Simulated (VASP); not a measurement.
Input of a VASP 6.6.1 run:

File INCAR:

```
ALGO = Fast
EDIFF = 1E-6
ENCUT = 520
GGA = PE
ISIF = 2
ISMEAR = 0
ISPIN = 2
LASPH = T
LCHARG = T
LELF = T
LMAXMIX = 4
LORBIT = 11
LREAL = F
LVHAR = T
LWAVE = F
MAGMOM = 0 0 0 1 0 0 0
NBANDS = 32
NELM = 150
PREC = Accurate
SIGMA = 0.1
```

Contents of KPOINTS:

```
k-points
0
Gamma
  4 4 4
```

POSCAR

```
Mg3ScBr3
1.0
    5.9841436619      0.0000000000      0.0000000000
    0.0000000000      5.9841436619      0.0000000000
    0.0000000000      0.0000000000      5.9841436619
Mg Sc Br
3 1 3
Direct
    0.0000000000      0.5000000000      0.5000000000
    0.5000000000      0.0000000000      0.5000000000
    0.5000000000      0.5000000000      0.0000000000
    0.5000000000      0.5000000000      0.5000000000
    0.0000000000      0.0000000000      0.5000000000
    0.5000000000      0.0000000000      0.0000000000
    0.0000000000      0.5000000000      0.0000000000
```

Potentials or basis: VASP PAW PBE potentials, release 64 (Mg, Sc_sv, Br).

Launch:

```bash
$ cat potpaw_PBE.64/Mg/POTCAR potpaw_PBE.64/Sc_sv/POTCAR potpaw_PBE.64/Br/POTCAR > POTCAR
$ mpirun -np 1 vasp_std > vasp.out
```

**Question.** Estimate the site moments.

**Answer.** Mg +0.02; Sc +0.69; Br +0.02 μB.

**Question.** Estimate the pressure.

**Answer.** 0.4 GPa.

**Question.** What does it give for the net moment?

**Answer.** 1.25 μB per cell.
